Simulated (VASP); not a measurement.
Method: LDA (Ceperley-Alder, Perdew-Zunger), VASP's LDA PAW potentials (set 64) (plane waves; VASP).

A VASP calculation is set up with these files.

### INCAR
```
SYSTEM = BP
PREC = Accurate
ENCUT = 520
EDIFF = 1E-6
NELM = 100
ALGO = Normal
LREAL = .FALSE.
LASPH = .TRUE.
ISMEAR = 0
SIGMA = 0.05
LWAVE = .FALSE.
LCHARG = .FALSE.
IBRION = 2
ISIF = 3
NSW = 60
EDIFFG = -0.01
```

**POSCAR**
```
BP
1
    0.0000000000     2.2448377509     2.2448377509
    2.2448377509    -0.0000000000     2.2448377509
    2.2448377509     2.2448377509    -0.0000000000
B P
1 1
Direct
  0.0000000000   0.0000000000   0.0000000000
  0.2500000000   0.2500000000   0.2500000000
```

File KPOINTS:
```
kpoints
0
gamma
9 9 9
0 0 0
```

POTCAR, in this order: B P (LDA.64 set). Program: vasp_std.

The run wrote:

**OSZICAR**
```
       N       E                     dE             d eps       ncg     rms          rms(c)
DAV:   1     0.110073938482E+02    0.11007E+02   -0.42539E+03   560   0.907E+02
DAV:   2    -0.150387205786E+02   -0.26046E+02   -0.24930E+02   912   0.116E+02
DAV:   3    -0.152999287994E+02   -0.26121E+00   -0.26121E+00   680   0.160E+01
DAV:   4    -0.153006076037E+02   -0.67880E-03   -0.67880E-03   896   0.777E-01
DAV:   5    -0.153006077367E+02   -0.13306E-06   -0.13306E-06   688   0.118E-02    0.769E+00
DAV:   6    -0.145353663538E+02    0.76524E+00   -0.20288E+00   600   0.783E+00    0.410E+00
DAV:   7    -0.144121161210E+02    0.12325E+00   -0.32200E-01   840   0.346E+00    0.128E+00
DAV:   8    -0.143988462270E+02    0.13270E-01   -0.36207E-02   616   0.123E+00    0.256E-01
DAV:   9    -0.143988632548E+02   -0.17028E-04   -0.55443E-04   800   0.218E-01    0.160E-01
DAV:  10    -0.143988566091E+02    0.66458E-05   -0.12951E-04   576   0.806E-02    0.266E-02
DAV:  11    -0.143988589339E+02   -0.23249E-05   -0.43937E-06   880   0.159E-02    0.359E-02
DAV:  12    -0.143988586472E+02    0.28673E-06   -0.13992E-06   288   0.661E-03
   1 F= -.14398859E+02 E0= -.14398859E+02  d E =-.143989E+02
```

File OUTCAR:
```
------------------------ aborting loop because EDIFF is reached ----------------------------------------
  FORCE on cell =-STRESS in cart. coord.  units (eV):
  Direction    XX          YY          ZZ          XY          YZ          ZX
  --------------------------------------------------------------------------------------
  Total       -0.0017792     -0.0017792     -0.0017792     -0.0000000      0.0000000     -0.0000000
  in kB       -0.1259934     -0.1259934     -0.1259934     -0.0000000      0.0000000     -0.0000000
  external PRESSURE =      -0.1259934 kB  Pullay stress =       0.0000000 kB
  volume of cell :       22.62
      direct lattice vectors                 reciprocal lattice vectors
     0.000000000  2.244837751  2.244837751    -0.222733246  0.222733246  0.222733246
     2.244837751  0.000000000  2.244837751     0.222733246 -0.222733246  0.222733246
     2.244837751  2.244837751  0.000000000     0.222733246  0.222733246 -0.222733246
  FREE ENERGIE OF THE ION-ELECTRON SYSTEM (eV)
  ---------------------------------------------------
  free  energy   TOTEN  =       -14.3988586472 eV

  energy  without entropy=      -14.3988586472  energy(sigma->0) =      -14.39885865

 reached required accuracy - stopping structural energy minimisation
```
(Selected blocks of OUTCAR.)

The compound is BP in the zinc blende structure. It was relaxed first. The start is the result of an earlier pass.
